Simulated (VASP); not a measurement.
Shape and ions are relaxed at each volume.

Energy against volume of Mg (hcp). Computed with PBEsol GGA, VASP's PBE PAW potentials (set 64) (plane waves; VASP).

| V (Å³/atom) | E (eV/atom) |
|---|---|
| 21.100 | -1.70783 |
| 21.774 | -1.71610 |
| 22.447 | -1.71877 |
| 23.120 | -1.71666 |
| 23.794 | -1.71050 |

### Question
Fit a third-order Birch-Murnaghan equation of state.

### Answer

```yaml
volume_per_atom: 22.47 Å³/atom
bulk_modulus: 37.6 GPa
pressure_derivative_of_the_bulk_modulus: 4.36
```

Measured: bulk modulus 38.6 GPa at 0 K (computed value off by -2.7 %), as given by K. Lejaeghere et al., Critical reviews in solid state and materials sciences/CRC critical reviews in solid state and materials sciences (2013), arXiv:1204.2733 [extrapolated to 0 K and zero-point effects removed (source: thermally corrected experimental values)].

The compound is Mg in the hcp structure. It was relaxed first.
